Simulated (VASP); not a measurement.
Here is the system:

```
CELL_PARAMETERS angstrom
      1.80394    -3.12451     0.00000
      1.80394     3.12451     0.00000
      0.00000     0.00000     5.55626
ATOMIC_POSITIONS crystal
  Ho 0.33333 0.66667 0.25000
  Ho 0.66667 0.33333 0.75000
```

The numbers are results of PBE GGA, VASP's PBE PAW potentials (set 64) (plane waves; VASP 6.6.1), not measurements. Numerical set-up: 480 eV cut-off, 12×12×6 Γ-centred mesh, first-order Methfessel-Paxton smearing of 0.10 eV, potentials Ho_3.

The 4f electrons are frozen in the core of the lanthanide potential, so 4f levels, which can set the real gap, and their magnetism are missing. Energy and stress use the plane-wave basis of the starting cell.

The ions, cell shape and volume at an external pressure of 5.0 GPa are relaxed. Predict the relaxed structure.

```
CELL_PARAMETERS angstrom
      1.74161    -3.01656     0.00000
      1.74161     3.01656     0.00000
      0.00000     0.00000     5.40330
ATOMIC_POSITIONS crystal
  Ho 0.33333 0.66667 0.25000
  Ho 0.66667 0.33333 0.75000
```
Space group P6_3/mmc (194), at a tolerance of 0.03 Å.

How do energy and volume change from the first to the last step?

The energy (σ→0) changes by +44.2 meV/atom and the volume by -9.4 %, in 7 ionic steps.

The compound is Ho in the hcp structure. This run relaxes it under an external pressure of 5 GPa. Symmetry was kept, so distortions that lower it aren't found.
